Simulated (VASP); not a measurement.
These are PBE GGA, VASP's PBE PAW potentials (set 64) (plane waves; VASP 6.6.1) values and carry that method's errors.

The input files of a VASP run:

### KPOINTS
```
Automatic mesh
0
gamma
1 1 1
0 0 0
```

POSCAR:
```
Ti
1
    1.4750000000    -2.5547750000     0.0000000000
    1.4750000000     2.5547750000     0.0000000000
    0.0000000000     0.0000000000     4.6800000000
Ti
2
Direct
  0.3333330000   0.6666670000   0.2500000000
  0.6666670000   0.3333330000   0.7500000000
```

**INCAR**
```
# general
SYSTEM   =  Ti
PREC     =  Accurate
ENCUT    =  300
LREAL    =  .FALSE.   # projection in real space or not
LASPH    =  .TRUE.

# electronic loop
EDIFF    =  1E-6   # SCF stop (eV)
NELM     =  100
ALGO     =  Normal   # blocked Davidson
LMAXMIX  =  4   # l cut-off of mixed one-centre charges

# smearing
ISMEAR   =  -1   # Fermi-Dirac
SIGMA    =  0.1

# functional
GGA      =  PE

# ions
ISIF     =  2

# output
LWAVE    =  .FALSE.
LCHARG   =  .FALSE.
```

POTCAR, in this order: Ti_sv (PBE.64 set). Program: vasp_std.

What VASP printed:

**OSZICAR**
```
       N       E                     dE             d eps       ncg     rms          rms(c)
DAV:   1     0.211444486787E+03    0.21144E+03   -0.10393E+04    32   0.134E+03
DAV:   2     0.108926217509E+02   -0.20055E+03   -0.19973E+03    32   0.400E+02
DAV:   3    -0.177247274211E+02   -0.28617E+02   -0.28472E+02    64   0.126E+02
DAV:   4    -0.182924426865E+02   -0.56772E+00   -0.56643E+00    32   0.196E+01
DAV:   5    -0.183172483938E+02   -0.24806E-01   -0.24722E-01    56   0.291E+00    0.113E+01
DAV:   6    -0.158101476384E+02    0.25071E+01   -0.53740E+00    32   0.304E+01    0.577E+00
DAV:   7    -0.162120264800E+02   -0.40188E+00   -0.66024E+00    32   0.137E+01    0.733E+00
DAV:   8    -0.158568808623E+02    0.35515E+00   -0.19542E-01    32   0.505E+00    0.526E+00
DAV:   9    -0.159921751942E+02   -0.13529E+00   -0.32944E+00    32   0.126E+01    0.327E+00
DAV:  10    -0.158502634304E+02    0.14191E+00   -0.14001E-01    32   0.550E+00    0.923E-01
DAV:  11    -0.158461385492E+02    0.41249E-02   -0.32276E-02    32   0.213E+00    0.595E-01
DAV:  12    -0.158434280346E+02    0.27105E-02   -0.54778E-03    32   0.939E-01    0.793E-02
DAV:  13    -0.158433959341E+02    0.32100E-04   -0.24227E-04    48   0.136E-01    0.265E-02
DAV:  14    -0.158433944292E+02    0.15049E-05   -0.13112E-05    56   0.211E-02    0.164E-02
DAV:  15    -0.158433943104E+02    0.11873E-06   -0.57499E-06    48   0.265E-02
   1 F= -.15843394E+02 E0= -.15566885E+02  d E =-.553019E+00
```

OUTCAR:
```
------------------------ aborting loop because EDIFF is reached ----------------------------------------
  FORCE on cell =-STRESS in cart. coord.  units (eV):
  Direction    XX          YY          ZZ          XY          YZ          ZX
  --------------------------------------------------------------------------------------
  Total        1.6625665      1.6625666     21.9987377      0.0000000      0.0000000      0.0000000
  in kB       75.5212361     75.5212395    999.2814296      0.0000000      0.0000000      0.0000000
  external PRESSURE =     383.4413017 kB  Pullay stress =       0.0000000 kB
  volume of cell :       35.27
      direct lattice vectors                 reciprocal lattice vectors
     1.475000000 -2.554775000  0.000000000     0.338983051 -0.195711951  0.000000000
     1.475000000  2.554775000  0.000000000     0.338983051  0.195711951  0.000000000
     0.000000000  0.000000000  4.680000000     0.000000000  0.000000000  0.213675214
 POSITION                                       TOTAL-FORCE (eV/Angst)
 -----------------------------------------------------------------------------------
      1.47500      0.85159      1.17000         0.000000     -0.000000     -0.000000
      1.47500     -0.85159      3.51000        -0.000000      0.000000      0.000000
 -----------------------------------------------------------------------------------
    total drift:                                0.000222      0.001210      0.000000
  FREE ENERGIE OF THE ION-ELECTRON SYSTEM (eV)
  ---------------------------------------------------
  free  energy   TOTEN  =       -15.8433943104 eV

  energy  without entropy=      -15.2903751881  energy(sigma->0) =      -15.56688475
```
(Selected blocks of OUTCAR.)

At this cut-off the stress carries a Pulay error, which pulls relaxed volumes low.

The structure is a typed Ti crystal (P6_3/mmc). The cell was not relaxed at this level. The k-mesh is coarse (spacing up to 2.46 per Å, 2π included), so the numbers may not be converged in it. The run is one of a series of settings (KPOINTS 1×1×1 Γ-centred mesh against the base run), some of them coarse on purpose.
